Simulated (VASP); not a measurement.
Calculation: PBE GGA, VASP's PBE PAW potentials (set 64) (plane waves; VASP 6.6.1).

VASP ran on this input.

**KPOINTS**
```
Automatic mesh
0
Gamma
7 7 7
0 0 0
```

POSCAR:
```
GaP
1
    0.0000000000     2.7795000000     2.7795000000
    2.7795000000     0.0000000000     2.7795000000
    2.7795000000     2.7795000000     0.0000000000
Ga P
1 1
Direct
  0.0000000000   0.0000000000   0.0000000000
  0.2500000000   0.2500000000   0.2500000000
```

### INCAR
```
! general
SYSTEM  = GaP
PREC    = Accurate
ENCUT   = 400
LREAL   = .FALSE.
LASPH   = .TRUE.

! electronic loop
EDIFF   = 1E-6
NELM    = 100
ALGO    = Normal
LMAXMIX = 4

! smearing
ISMEAR  = 0
SIGMA   = 0.05

! functional
GGA     = PE

! ions
ISIF    = 2

! output
LWAVE   = .FALSE.
LCHARG  = .FALSE.
```

POTCAR, in this order: Ga_d P (PBE.64 set). Program: vasp_std.

Question: Estimate the energy per atom (σ→0), pressure, band gap (on the k-mesh).

Answer: 
- energy per atom (σ→0): -4.556 eV/atom
- band gap (on the k-mesh): 1.34 eV
- pressure: -23.0 kbar

File OSZICAR:
```
...
DAV:   6    -0.913402395499E+01    0.23295E+00   -0.46591E-01   776   0.120E+01    0.260E+00
DAV:   7    -0.911193392289E+01    0.22090E-01   -0.10148E-01   653   0.225E+00    0.107E+00
DAV:   8    -0.911222743207E+01   -0.29351E-03   -0.13565E-02   600   0.169E+00    0.133E-01
DAV:   9    -0.911262231708E+01   -0.39489E-03   -0.15811E-03   661   0.685E-01    0.950E-02
DAV:  10    -0.911269318266E+01   -0.70866E-04   -0.12873E-04   688   0.115E-01    0.501E-02
DAV:  11    -0.911277396811E+01   -0.80785E-04   -0.12572E-04   560   0.115E-01    0.746E-03
DAV:  12    -0.911277307828E+01    0.88984E-06   -0.48864E-06   645   0.342E-02
   1 F= -.91127731E+01 E0= -.91127731E+01  d E =-.193039E-11
```

The compound is GaP in the zinc blende structure. The cell was not relaxed at this level.
